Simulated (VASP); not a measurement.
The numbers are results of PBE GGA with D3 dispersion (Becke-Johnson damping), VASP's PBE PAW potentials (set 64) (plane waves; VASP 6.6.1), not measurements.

A VASP calculation is set up with these files.

**INCAR**
```
ISIF = 2
LWAVE = .False.
SIGMA = 0.1
LASPH = .True.
ISMEAR = 1   ! Methfessel-Paxton
LMAXMIX = 4
GGA = PE   ! PBE
NELM = 100   ! most electronic steps
ENCUT = 520   ! plane-wave cut-off (eV)
ALGO = Normal
LREAL = .False.   ! projection in real space or not
SYSTEM = TiC
IVDW = 12
EDIFF = 1E-7
PREC = Accurate
LCHARG = .False.
```

File POSCAR:
```
TiC
1
    0.0000000000     2.1246207094     2.1246207094
    2.1246207094     0.0000000000     2.1246207094
    2.1246207094     2.1246207094     0.0000000000
Ti C
1 1
Direct
  0.0000000000   0.0000000000   0.0000000000
  0.5000000000   0.5000000000   0.5000000000
```

KPOINTS:
```
Automatic mesh
0
Gamma
15 15 15
0 0 0
```

POTCAR, in this order: Ti_sv C (PBE.64 set). Program: vasp_std.

What VASP printed:

### OSZICAR
```
       N       E                     dE             d eps       ncg     rms          rms(c)
DAV:   1     0.117279430654E+03    0.11728E+03   -0.84656E+03  2888   0.162E+03
DAV:   2    -0.146989588978E+02   -0.13198E+03   -0.12579E+03  2992   0.386E+02
DAV:   3    -0.236795062644E+02   -0.89805E+01   -0.86010E+01  3772   0.958E+01
DAV:   4    -0.240905822995E+02   -0.41108E+00   -0.41036E+00  3772   0.197E+01
DAV:   5    -0.241039925201E+02   -0.13410E-01   -0.13410E-01  3836   0.304E+00    0.201E+01
DAV:   6    -0.191558630854E+02    0.49481E+01   -0.29661E+01  3360   0.709E+01    0.679E+00
DAV:   7    -0.186670036301E+02    0.48886E+00   -0.39222E+00  3284   0.266E+01    0.539E+00
DAV:   8    -0.186434919596E+02    0.23512E-01   -0.16698E-01  3064   0.588E+00    0.246E+00
DAV:   9    -0.186536146987E+02   -0.10123E-01   -0.75614E-02  3472   0.312E+00    0.840E-01
DAV:  10    -0.186506317929E+02    0.29829E-02   -0.14532E-02  3732   0.182E+00    0.418E-01
DAV:  11    -0.186501458665E+02    0.48593E-03   -0.31825E-03  3276   0.827E-01    0.824E-02
DAV:  12    -0.186500856718E+02    0.60195E-04   -0.33753E-04  3060   0.309E-01    0.234E-02
DAV:  13    -0.186500729941E+02    0.12678E-04   -0.31121E-05  4196   0.864E-02    0.455E-03
DAV:  14    -0.186500727794E+02    0.21467E-06   -0.81675E-07  3320   0.104E-02    0.167E-03
DAV:  15    -0.186500726768E+02    0.10256E-06   -0.30942E-07  2968   0.346E-03    0.765E-04
DAV:  16    -0.186500726696E+02    0.72328E-08   -0.82350E-09  1540   0.921E-04
   1 F= -.19595743E+02 E0= -.19595678E+02  d E =-.195220E-03
```

File OUTCAR:
```
------------------------ aborting loop because EDIFF is reached ----------------------------------------
 Edisp (eV)   -0.94567
  FORCE on cell =-STRESS in cart. coord.  units (eV):
  Direction    XX          YY          ZZ          XY          YZ          ZX
  --------------------------------------------------------------------------------------
  Total       1.00691     1.00691     1.00691    -0.00000    -0.00000     0.00000
  in kB      84.10622    84.10622    84.10622    -0.00000    -0.00000     0.00000
  external pressure =       84.11 kB  Pullay stress =        0.00 kB
  volume of cell :       19.18
      direct lattice vectors                 reciprocal lattice vectors
     0.000000000  2.124620709  2.124620709    -0.235336123  0.235336123  0.235336123
     2.124620709  0.000000000  2.124620709     0.235336123 -0.235336123  0.235336123
     2.124620709  2.124620709  0.000000000     0.235336123  0.235336123 -0.235336123
 POSITION                                       TOTAL-FORCE (eV/Angst)
 -----------------------------------------------------------------------------------
      0.00000      0.00000      0.00000         0.000000     -0.000000     -0.000000
      2.12462      2.12462      2.12462        -0.000000      0.000000      0.000000
 -----------------------------------------------------------------------------------
    total drift:                                0.000000     -0.000000     -0.000000
  FREE ENERGIE OF THE ION-ELECTRON SYSTEM (eV)
  ---------------------------------------------------
  free  energy   TOTEN  =       -19.5957430797 eV

  energy  without entropy=      -19.5955478594  energy(sigma->0) =      -19.59567801
```
(Selected blocks of OUTCAR.)

The compound is TiC in the rock salt structure. This cell is one point of a volume scan, at 0.97 of the reference volume.
